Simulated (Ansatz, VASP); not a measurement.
**One calculation of TaSiRh3, two programs**

```
Ta Si Rh
1.0
     4.35646    0.00000    0.00000
     0.00000    4.35646    0.00000
     0.00000    0.00000    4.35646
Ta Si Rh
1 1 3
Cartesian
  2.1782 2.1782 2.1782
  0.0000 0.0000 0.0000
  2.1782 0.0000 0.0000
  0.0000 2.1782 0.0000
  0.0000 0.0000 2.1782
```

Alike in both runs: functional PBE; k mesh 4 × 4 × 4; occupations gaussian, width 0.1 eV; no spin polarisation.

Ansatz relaxed the structure, and its values are those at the end. VASP's run is a single point on that final structure, the one shown.

```csv
,VASP,Ansatz
version,VASP 6.6.1,Ansatz 0.2.0
potentials or method,"VASP PAW PBE potentials, release 64 (Ta_pv, Si, Rh_pv)","scalar-relativistic, plane waves, PAW"
plane-wave cutoff (eV),520,420
valence electrons in the cell,60,68
```

```csv
,VASP,Ansatz,Ansatz less VASP
gap on the k mesh at the Fermi level (eV),none,none,-
pressure (GPa),0.1,0.0,-0.16
```

A gap of «none» marks a metal or a gap that the smearing closes. The two sets of potentials don't hold the same shells in valence.

Caveats: the k mesh is coarse (spacing up to 0.36 Å⁻¹), so the values aren't converged. Spin-orbit coupling is left out, which matters for the levels of Ta.
